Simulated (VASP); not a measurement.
Data:

```
CELL_PARAMETERS angstrom
      0.00000     1.96662     1.96662
      1.96662     0.00000     1.96662
      1.96662     1.96662     0.00000
ATOMIC_POSITIONS crystal
  Pt 0.00000 0.00000 0.00000
```

Level of theory: r2SCAN+rVV10, VASP's PBE PAW potentials (set 64) (plane waves; VASP 6.6.1). Run with 520 eV cut-off, 18×18×18 Γ-centred mesh, tetrahedra with Blöchl corrections, potentials Pt.

Question: Give the energies of bands 1 to 6 at the high-symmetry points, in eV from the Fermi level.

Answer: 
| band | Γ | X | U | L | W |
|---|---|---|---|---|---|
| 1 | -10.40 | -7.19 | -6.38 | -7.47 | -5.74 |
| 2 | -3.84 | -6.75 | -5.55 | -3.94 | -4.63 |
| 3 | -3.84 | -0.03 | -2.88 | -3.94 | -4.63 |
| 4 | -3.84 | 0.54 | -1.37 | -0.27 | -2.06 |
| 5 | -1.70 | 0.54 | -0.14 | 0.05 | 0.55 |
| 6 | -1.70 | 1.96 | 6.09 | 0.05 | 7.49 |

It has no gap at this level: it comes out as a metal or semimetal.

The compound is Pt in the fcc structure. It was relaxed first.
